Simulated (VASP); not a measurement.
Input of a VASP 6.6.1 run:

The input INCAR:

```
SYSTEM = H10CO6
PREC = Accurate
ENCUT = 520
EDIFF = 1E-7
ISMEAR = -1
SIGMA = 0.02
LREAL = Auto
LASPH = .True.
NELM = 100
ALGO = Fast
ISIF = 2
LWAVE = .False.
LCHARG = .False.
NBANDS = 39
```

The input KPOINTS:

```
Automatic mesh
0
Gamma
  1 1 1
  0 0 0
```

File POSCAR:

```
H10CO6
1.0
    5.6774110000      0.0000000000      0.0000000000
    0.0000000000      5.6774110000      0.0000000000
    0.0000000000      0.0000000000      5.6774110000
O H C
6 10 1
Direct
    0.1638070592      0.4264972185      0.6731061042
    0.8176790442      0.6470554977      0.5081013159
    0.5424127300      0.3820051076      0.0599040654
   -0.0057772812      0.5817264242      0.0873637649
    0.3127481875      0.0844222833      0.4572330592
   -0.0166801382      0.1622570570      0.2558736720
    0.0257864016      0.4978325508      0.6040781617
    0.1334058781      0.4647188657      0.8455790853
    0.7016578507      0.7061317210      0.6105776031
    0.8664688887      0.7648028300      0.3920096678
    0.6276980828      0.2575469699      0.1403104338
    0.4196455039      0.4556302160      0.1609536459
   -0.1752207124      0.6045713442      0.0296966346
   -0.0339943682      0.4262153999      0.1675059283
    0.2224253273      0.2477713873      0.6029508873
    0.2151332711     -0.0783807972      0.1400814561
    0.1780212847      0.0655228237      0.2820828015
```

Potentials or basis: VASP PAW LDA potentials, release 64 (O, H, C).

The run is started by

```console
$ cat potpaw_LDA.64/O/POTCAR potpaw_LDA.64/H/POTCAR potpaw_LDA.64/C/POTCAR > POTCAR
$ mpirun -np 1 vasp_gam > vasp.out
```

Problem. Predict the band gap on the k mesh.

Solution. 4.46 eV, direct.

Problem. Predict the pressure.

Solution. 0.0 GPa.

Problem. What does it give for the largest force?

Solution. 2.626 eV/Å.

Stress tensor (GPa, compression positive):
```
-0.18 -0.94  1.26
-0.94 -0.33 -1.64
 1.26 -1.64  0.47
```

Caveat: the standard files for N, O and F lose accuracy on very short bonds. As with any semilocal functional, this LDA gap is likely too small.
